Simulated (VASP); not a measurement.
```
CELL_PARAMETERS angstrom
      4.12919     0.00000     0.00000
     -2.06460     3.57599     0.00000
      0.00000     0.00000     3.92363
ATOMIC_POSITIONS crystal
  Hg 0.00000 0.00000 0.00000
  Te 0.66667 0.33333 0.50000
```

The numbers are results of r2SCAN meta-GGA, VASP's PBE PAW potentials (set 64) (plane waves; VASP), not measurements. Numerical set-up: 400 eV cut-off, 11×11×11 Γ-centred mesh, tetrahedra with Blöchl corrections, potentials Hg Te.

Unless said otherwise, spin-orbit coupling is left out, though it shifts the bands of the heavy elements here.

Question: What does the run give for the energy per atom (σ→0), band gap (over mesh and band path) with the smallest direct gap where there is one?

Answer: 
* **band gap (over mesh and band path)**: none (metal, semimetal or under 0.01 eV)
* **energy per atom (σ→0)**: -37.283 eV/atom

Only differences to runs with the same potentials and settings are physical.

The structure was generated: HgTe was put into the WC type (P-6m2), which need not be its known phase. It was relaxed first.
